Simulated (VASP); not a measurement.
TaAl3: single point with PBE

The system is TaAl3.

```
CELL_PARAMETERS angstrom
7.62543 -0.61490 0.27601
-0.55382 5.50291 1.01720
0.43601 -0.94164 6.73678
ATOMIC_POSITIONS crystal
Ta 0.37980 0.73974 0.94858
Ta 0.02936 0.15234 0.07675
Ta 0.62109 0.09734 0.17582
Ta 0.37173 0.07433 0.56514
Al 0.85701 0.43322 0.34509
Al 0.06182 0.75474 0.50821
Al 0.92275 0.14733 0.60266
Al 0.38945 0.24602 0.93995
Al 0.80081 0.39554 0.85685
Al 0.63597 0.59110 0.16492
Al 0.79234 0.84273 0.86699
Al 0.75784 0.81050 0.43348
Al 0.14426 0.45896 0.74060
Al 0.56749 0.51133 0.66828
Al 0.01319 0.65911 0.03628
Al 0.18248 0.38540 0.38359
```

The cell was built by a generator and needn't be a form met in nature.

```
Program                : VASP 6.6.1
Task                   : single point
Functional             : PBE
Potentials or basis    : VASP PAW PBE potentials, release 64 (Ta_pv, Al)
Cutoff                 : 520 eV
k mesh                 : 2 × 3 × 2
Occupations            : gaussian, width 0.1 eV
Spin                   : no spin polarisation
Dipole correction      : no
Further INCAR settings : LREAL = Auto; ALGO = Fast; EDIFF = 1e-06; NBANDS = 54
```

| Quantity | Value |
| --- | --- |
| Pressure | 6.5 GPa |
| Largest force | 3.082 eV/Å |
| Band gap on the k mesh | none (metal or under the smearing width) |

Forces in eV/Å, atoms in the order of the input:
```
Ta   0.227  1.918  0.983
Ta  -0.544  0.061  0.148
Ta  -0.131 -1.318  0.121
Ta  -0.083 -1.123 -0.196
Al  -0.586 -1.917  0.118
Al   0.586  1.886 -0.050
Al   0.893 -0.780 -0.388
Al  -0.204 -0.630  0.661
Al  -0.195 -1.742  0.486
Al  -2.545 -0.393 -0.390
Al  -1.464  1.253 -0.182
Al  -0.600  2.513  0.253
Al   2.384 -0.720  0.857
Al  -1.588  0.156 -1.051
Al   1.654  0.652  0.787
Al   2.195  0.185 -2.155
```

Stress tensor (GPa, compression positive):
```
 5.24  0.19  2.46
 0.19  8.11 -0.32
 2.46 -0.32  6.14
```

Levels at points of the mesh, in eV from the Fermi level:
| k point | band 38 | band 39 | band 40 | band 41 | band 42 | band 43 |
| --- | --- | --- | --- | --- | --- | --- |
| (0.00, 0.00, 0.00) | -0.39 | -0.28 | -0.19 | 0.17 | 0.31 | 0.65 |
| (0.50, 0.00, 0.00) | -0.54 | -0.39 | -0.07 | 0.09 | 0.45 | 0.56 |
| (0.00, 0.00, 0.50) | -0.38 | -0.24 | -0.08 | 0.11 | 0.34 | 0.42 |
| (0.50, 0.00, 0.50) | -0.56 | -0.35 | -0.25 | -0.17 | 0.14 | 0.16 |

It took 3.7 min on 1 thread of Intel(R) Xeon(R) 6975P-C (Granite Rapids) (shared host), peak memory 0.38 GiB.

Caveat: the k mesh is coarse (spacing up to 0.46 Å⁻¹), so the values aren't converged. Spin-orbit coupling is left out, which matters for the levels of Ta.
